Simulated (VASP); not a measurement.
Calculation: PBEsol GGA, VASP's PBE PAW potentials (set 64) (plane waves; VASP 6.6.1).

VASP input:

### INCAR
```
SYSTEM = MoSi2
PREC = Accurate
ENCUT = 400
EDIFF = 1E-7
NELM = 100
ALGO = Normal
LREAL = .FALSE.
LASPH = .TRUE.
ISMEAR = -5
GGA = PS
LMAXMIX = 4
LWAVE = .FALSE.
LCHARG = .TRUE.
LORBIT = 11
NEDOS = 601
ISIF = 2
LEFG = .TRUE.
```

**KPOINTS**
```
kpoints
0
G
  15 15 15
0 0 0
```

File POSCAR:
```
MoSi2
1
   -1.5950248890     1.5950248890     3.9117449944
    1.5950248890    -1.5950248890     3.9117449944
    1.5950248890     1.5950248890    -3.9117449944
Si Mo
2 1
Direct
  0.6649451924   0.6649451924   0.0000000000
  0.3350548076   0.3350548076   0.0000000000
  0.0000000000   0.0000000000   0.0000000000
```

POTCAR, in this order: Si Mo_sv (PBE.64 set). Program: vasp_std.

Output

OSZICAR:
```
       N       E                     dE             d eps       ncg     rms          rms(c)
DAV:   1     0.979331080324E+02    0.97933E+02   -0.10023E+04  8728   0.114E+03
DAV:   2    -0.238324876835E+02   -0.12177E+03   -0.12065E+03 10824   0.300E+02
DAV:   3    -0.260358267482E+02   -0.22033E+01   -0.21944E+01 11461   0.375E+01
DAV:   4    -0.260453866692E+02   -0.95599E-02   -0.95649E-02 10117   0.292E+00
DAV:   5    -0.260454658407E+02   -0.79171E-04   -0.79236E-04 11454   0.236E-01    0.231E+01
DAV:   6    -0.252492803422E+02    0.79619E+00   -0.72291E+00 10124   0.187E+01    0.509E+00
DAV:   7    -0.251200253019E+02    0.12926E+00   -0.10612E+00  9692   0.661E+00    0.477E+00
DAV:   8    -0.250789791090E+02    0.41046E-01   -0.12559E-01 10327   0.289E+00    0.447E-01
DAV:   9    -0.250779612901E+02    0.10178E-02   -0.22723E-03 10677   0.408E-01    0.240E-01
DAV:  10    -0.250778693848E+02    0.91905E-04   -0.64543E-04 10313   0.242E-01    0.598E-02
DAV:  11    -0.250778508302E+02    0.18555E-04   -0.21305E-04 10418   0.116E-01    0.366E-02
DAV:  12    -0.250778528043E+02   -0.19740E-05   -0.26506E-05  9830   0.379E-02    0.710E-03
DAV:  13    -0.250778521141E+02    0.69012E-06   -0.61281E-07 10586   0.654E-03    0.172E-03
DAV:  14    -0.250778520162E+02    0.97954E-07   -0.10349E-08  5615   0.761E-04
   1 F= -.25077852E+02 E0= -.25077852E+02  d E =0.000000E+00
```

File OUTCAR:
```
------------------------ aborting loop because EDIFF is reached ----------------------------------------
  FORCE on cell =-STRESS in cart. coord.  units (eV):
  Direction    XX          YY          ZZ          XY          YZ          ZX
  --------------------------------------------------------------------------------------
  Total        0.0147503      0.0147503     -0.0616719      0.0000000      0.0000000     -0.0000000
  in kB        0.5936708      0.5936708     -2.4821745      0.0000000      0.0000000     -0.0000000
  external PRESSURE =      -0.4316109 kB  Pullay stress =       0.0000000 kB
  volume of cell :       39.81
      direct lattice vectors                 reciprocal lattice vectors
    -1.595024889  1.595024889  3.911744994     0.000000000  0.313474732  0.127820193
     1.595024889 -1.595024889  3.911744994     0.313474732  0.000000000  0.127820193
     1.595024889  1.595024889 -3.911744994     0.313474732  0.313474732  0.000000000
 POSITION                                       TOTAL-FORCE (eV/Angst)
 -----------------------------------------------------------------------------------
      0.00000      0.00000      5.20219        -0.000000     -0.000000     -0.014835
      0.00000      0.00000      2.62130         0.000000      0.000000      0.014835
      0.00000      0.00000      0.00000         0.000000      0.000000      0.000000
 -----------------------------------------------------------------------------------
    total drift:                                0.000000     -0.000000     -0.000000
  FREE ENERGIE OF THE ION-ELECTRON SYSTEM (eV)
  ---------------------------------------------------
  free  energy   TOTEN  =       -25.0778520162 eV

  energy  without entropy=      -25.0778520162  energy(sigma->0) =      -25.07785202

 total charge

# of ion       s       p       d       tot
------------------------------------------
    1        0.742   0.883   0.000   1.625
    2        0.742   0.883   0.000   1.625
    3        2.291   6.213   4.216  12.720
--------------------------------------------------
tot          3.774   7.980   4.216  15.970

 Electric field gradients after diagonalization (V/A^2)
 (convention: |V_zz| > |V_xx| > |V_yy|)
----------------------------------------------------------------------
 ion       V_xx      V_yy      V_zz     asymmetry (V_yy - V_xx)/ V_zz
----------------------------------------------------------------------
   1       5.833     5.832   -11.665       0.000
   2       5.833     5.832   -11.665       0.000
   3      30.405    30.401   -60.806       0.000
```
(Selected blocks of OUTCAR.)

**OUTCAR**
```
 val. band max:       12.3834494878   @ k =  -0.3333  -0.4000   0.3333

 cond. band min:      12.2914693471   @ k =  -0.4667   0.4667   0.3333


 Fermi energy:        12.3298224300

 k-point     1 :       0.0000    0.0000    0.0000
  band No.  band energies     occupation
      1     -48.2646      2.00000
      2     -22.4608      2.00000
      3     -22.3736      2.00000
      4     -22.3736      2.00000
      5      -1.1647      2.00000
      6       5.8667      2.00000
      7       8.9369      2.00000
      8       9.1970      2.00000
      9       9.6954      2.00000
     10       9.6954      2.00000
     11      12.7234     -0.19819
     12      15.4665      0.00000
     13      15.5677      0.00000
     14      15.8970      0.00000
     15      15.8970      0.00000

 k-point     2 :       0.0667   -0.0000    0.0000
  band No.  band energies     occupation
      1     -48.2638      2.00000
      2     -22.4597      2.00000
      3     -22.3850      2.00000
      4     -22.3724      2.00000
      5      -1.0827      2.00000
      6       5.8749      2.00000
      7       8.6157      2.00000
      8       9.2072      2.00000
      9       9.7497      2.00000
     10       9.8733      2.00000
     11      12.4654      0.65320
     12      15.1994      0.00000
     13      15.4752      0.00000
     14      15.6812      0.00000
     15      16.1691      0.00000

 k-point     3 :       0.1333   -0.0000    0.0000
  band No.  band energies     occupation
      1     -48.2613      2.00000
      2     -22.4571      2.00000
      3     -22.4183      2.00000
      4     -22.3690      2.00000
      5      -0.8395      2.00000
      6       5.8760      2.00000
      7       8.0326      2.00000
      8       9.2043      2.00000
      9       9.9072      2.00000
     10      10.0881      2.00000
     11      11.9128      2.06158
     12      14.5747      0.00000
     13      14.9002      0.00000
     14      16.1695      0.00000
     15      16.5913      0.00000
...
```

For a metal the tetrahedron method with Blöchl corrections gives inexact stress and forces.

The compound is MoSi2 in the MoSi2 type structure. It was relaxed first.
